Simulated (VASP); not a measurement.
Output of a VASP run:

File OSZICAR:
```
       N       E                     dE             d eps       ncg     rms          rms(c)
DAV:   1     0.443422897459E+02    0.44342E+02   -0.68038E+03  1848   0.117E+03
DAV:   2    -0.162888924173E+02   -0.60631E+02   -0.56332E+02  2485   0.241E+02
DAV:   3    -0.191145801938E+02   -0.28257E+01   -0.27365E+01  2486   0.421E+01
DAV:   4    -0.191532836394E+02   -0.38703E-01   -0.38672E-01  2271   0.435E+00
DAV:   5    -0.191539699254E+02   -0.68629E-03   -0.68597E-03  2476   0.493E-01    0.276E+01
DAV:   6    -0.173171166181E+02    0.18369E+01   -0.16758E+01  2151   0.245E+01    0.248E+01
DAV:   7    -0.171211382116E+02    0.19598E+00   -0.13598E+00  2134   0.763E+00    0.168E+01
DAV:   8    -0.171134032129E+02    0.77350E-02   -0.12326E-01  2037   0.358E+00    0.505E+00
DAV:   9    -0.171090503167E+02    0.43529E-02   -0.12134E-02  2232   0.920E-01    0.463E-01
DAV:  10    -0.171091545074E+02   -0.10419E-03   -0.39611E-04  2640   0.196E-01    0.280E-01
DAV:  11    -0.171091328851E+02    0.21622E-04   -0.69081E-05  2238   0.714E-02    0.113E-02
DAV:  12    -0.171091325896E+02    0.29549E-06   -0.19175E-06  2455   0.156E-02    0.822E-03
DAV:  13    -0.171091326336E+02   -0.44038E-07   -0.15150E-07  1811   0.373E-03
   1 F= -.17109133E+02 E0= -.17109132E+02  d E =-.271761E-05
```

### OUTCAR
```
------------------------ aborting loop because EDIFF is reached ----------------------------------------
  FORCE on cell =-STRESS in cart. coord.  units (eV):
  Direction    XX          YY          ZZ          XY          YZ          ZX
  --------------------------------------------------------------------------------------
  Total       -0.9158087     -0.9158087     -0.9158087     -0.0000000     -0.0000000      0.0000000
  in kB      -47.6880854    -47.6880854    -47.6880854     -0.0000000     -0.0000000      0.0000000
  external PRESSURE =     -47.6880854 kB  Pullay stress =       0.0000000 kB
  volume of cell :       30.77
      direct lattice vectors                 reciprocal lattice vectors
     0.000000000  2.487091836  2.487091836    -0.201038013  0.201038013  0.201038013
     2.487091836  0.000000000  2.487091836     0.201038013 -0.201038013  0.201038013
     2.487091836  2.487091836  0.000000000     0.201038013  0.201038013 -0.201038013
 POSITION                                       TOTAL-FORCE (eV/Angst)
 -----------------------------------------------------------------------------------
      0.00000      0.00000      0.00000        -0.000000     -0.000000     -0.000000
      2.48709      2.48709      2.48709         0.000000      0.000000      0.000000
 -----------------------------------------------------------------------------------
    total drift:                                0.000000      0.000000      0.000000
  FREE ENERGIE OF THE ION-ELECTRON SYSTEM (eV)
  ---------------------------------------------------
  free  energy   TOTEN  =       -17.1091326336 eV

  energy  without entropy=      -17.1091299160  energy(sigma->0) =      -17.10913173
```
(Selected blocks of OUTCAR.)

**POSCAR**
```
GdN
1
    0.0000000000     2.4870918362     2.4870918362
    2.4870918362     0.0000000000     2.4870918362
    2.4870918362     2.4870918362     0.0000000000
Gd N
1 1
Direct
  0.0000000000   0.0000000000   0.0000000000
  0.5000000000   0.5000000000   0.5000000000
```

### Question
Write an INCAR and KPOINTS that could have produced this output.

### Answer
One answer among several that fit: the input of the run itself, PBEsol GGA, plane waves, VASP's PBE PAW potentials (set 64).

**INCAR**
```
! general
SYSTEM =GdN
PREC   =Accurate
ENCUT  =520
LREAL  =.FALSE.
LASPH  =.TRUE.   ! aspherical one-centre terms

! electronic loop
EDIFF  =1E-7
NELM   =100
ALGO   =Normal
LMAXMIX=6   ! l cut-off of mixed one-centre charges

! smearing
ISMEAR =1
SIGMA  =0.1

! functional
GGA    =PS   ! PBEsol

! ions
ISIF   =2

! output
LWAVE  =.FALSE.
LCHARG =.FALSE.
```

KPOINTS:
```
Automatic mesh
0
Gamma
13 13 13
0 0 0
```

POTCAR, in this order: Gd_3 N (PBE.64 set). Program: vasp_std.

The 4f electrons are frozen in the core of the lanthanide potential, so 4f levels, which can set the real gap, and their magnetism are missing.

The compound is GdN in the rock salt structure. This cell is one point of a volume scan, at 1.03 of the reference volume.
